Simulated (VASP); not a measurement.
Given:

```
AuDy
1.0
    3.55696     0.00000     0.00000
    0.00000     3.55696     0.00000
    0.00000     0.00000     3.55696
Dy Au
1 1
Direct
  0.50000   0.50000   0.50000
  0.00000   0.00000   0.00000
```

Level of theory: r2SCAN+rVV10, VASP's PBE PAW potentials (set 64) (plane waves; VASP 6.6.1). Run with 400 eV cut-off, 12×12×12 Γ-centred mesh, tetrahedra with Blöchl corrections, potentials Dy_3 Au.

The 4f electrons are frozen in the core of the lanthanide potential, so 4f levels, which can set the real gap, and their magnetism are missing.  Unless said otherwise, spin-orbit coupling is left out, though it shifts the bands of the heavy elements here.

**Question.** Estimate the energy per atom (σ→0), band gap (over mesh and band path) with the smallest direct gap where there is one.

**Answer.** 
```yaml
band gap (over mesh and band path): none (metal, semimetal or under 0.01 eV)
energy per atom (σ→0): -42.008 eV/atom
```

Total energies compare only between runs with the same potentials, cut-off and functional.

The structure comes from a measured DyAu entry (Pm-3m) of the Crystallography Open Database, whose conditions weren't checked. It was relaxed first.
